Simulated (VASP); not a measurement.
Consider the following.

```xyz
2
Lattice="0.0000 2.6114 2.6114 2.6114 0.0000 2.6114 2.6114 2.6114 0.0000" Properties=species:S:1:pos:R:3 pbc="T T T"
Mg     0.0000     0.0000     0.0000
S      2.6114     2.6114     2.6114
```

The numbers are results of modified Becke-Johnson potential (mBJ), VASP's PBE PAW potentials (set 64) (plane waves; VASP 6.6.1), not measurements. Settings: 520 eV cut-off, 6×6×6 Γ-centred mesh, Gaussian smearing of 0.050 eV, potentials Mg S.

mBJ is a potential without an energy functional, so only the levels count.

Q: Give the energies of bands 2 to 7 at the high-symmetry points, in eV from the valence-band maximum.

A: 
```json
[
 {"band": "2", "Γ": "0.00", "X": "-3.80", "U": "-3.33", "L": "-4.34", "W": "-2.90"},
 {"band": "3", "Γ": "0.00", "X": "-1.53", "U": "-2.81", "L": "-0.55", "W": "-2.90"},
 {"band": "4", "Γ": "0.00", "X": "-1.53", "U": "-1.24", "L": "-0.55", "W": "-2.04"},
 {"band": "5", "Γ": "4.99", "X": "3.98", "U": "5.03", "L": "5.64", "W": "6.19"},
 {"band": "6", "Γ": "8.79", "X": "5.41", "U": "7.58", "L": "7.86", "W": "8.81"},
 {"band": "7", "Γ": "8.79", "X": "13.12", "U": "10.63", "L": "7.86", "W": "8.81"}
]
```

The gap is indirect, 3.98 eV, from the valence maximum at Γ to the conduction minimum at X.

The compound is MgS in the rock salt structure. It was relaxed first. The cell's shape comes from a PBE relaxation.
